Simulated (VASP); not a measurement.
Crystal: SrZr2O3.

```
Sr Zr O
1.0
     4.45175    0.00000    0.00000
    -2.22587    3.85533    0.00000
     0.00000    0.00000    5.46605
Sr Zr O
1 2 3
Direct
  0.66667 0.33333 0.50000
  0.00000 0.00000 0.50000
  0.33333 0.66667 0.50000
  0.33333 0.66667 0.00000
  0.00000 0.00000 0.86765
  0.00000 0.00000 0.13235
```

The cell was built by a generator and needn't be a form met in nature.

| Quantity | Value |
| --- | --- |
| Program | VASP 6.6.1 |
| Task | relaxation of cell and atoms |
| Functional | PBE |
| Potentials or basis | VASP PAW PBE potentials, release 64 (Sr_sv, Zr_sv, O) |
| Cutoff | 520 eV |
| k mesh | 4 × 4 × 3 |
| Occupations | gaussian, width 0.15 eV |
| Spin | no spin polarisation |

At the start: pressure 29.8 GPa; volume 15.64 Å³/atom.

Q: How do energy, volume and symmetry change on relaxing?

A: Over 15 steps the energy falls by 1612.5 meV/atom and the volume is 22.10 Å³/atom (+41.3 %); space group P-6m2 (No. 187, to 0.05 Å).

Step by step:
```csv
step,energy change (eV),largest force (eV/Å),pressure (GPa),volume (Å³)
1,0.0000,3.4504,29.81,93.81
2,3.8826,89.6564,37.45,129.23
3,-8.4196,7.7168,15.55,113.46
4,-8.4652,8.9948,16.01,114.22
5,-2.9676,17.3998,9.87,161.55
6,-9.2894,5.0175,6.39,124.50
7,-9.3273,3.9917,7.25,123.08
8,-9.3339,3.3478,7.71,122.27
9,-9.1896,1.2893,-9.56,148.27
10,-9.6570,1.0229,-1.25,133.80
11,-9.6578,1.1064,-1.00,133.36
12,-9.5413,4.4217,2.66,130.56
13,-9.6742,0.0811,0.03,132.56
14,-9.6749,0.1198,0.13,132.58
15,-9.6752,0.0447,0.04,132.57
```

Final structure:
```xyz
6
Lattice="5.5469 0.0000 0.0000 -2.7735 4.8038 0.0000 0.0000 0.0000 4.9753" Properties=species:S:1:pos:R:3 pbc="T T T"
Sr    2.7735    1.6013    2.4877
Zr    0.0000    0.0000    2.4877
Zr    0.0000    3.2025    2.4877
O     0.0000    3.2025    0.0000
O     0.0000    0.0000    4.3342
O     0.0000    0.0000    0.6412
```

Caveat: the k mesh is coarse (spacing up to 0.41 Å⁻¹), so the values aren't converged; the volume moved by over 15 % at a fixed basis, so the end points are rough.
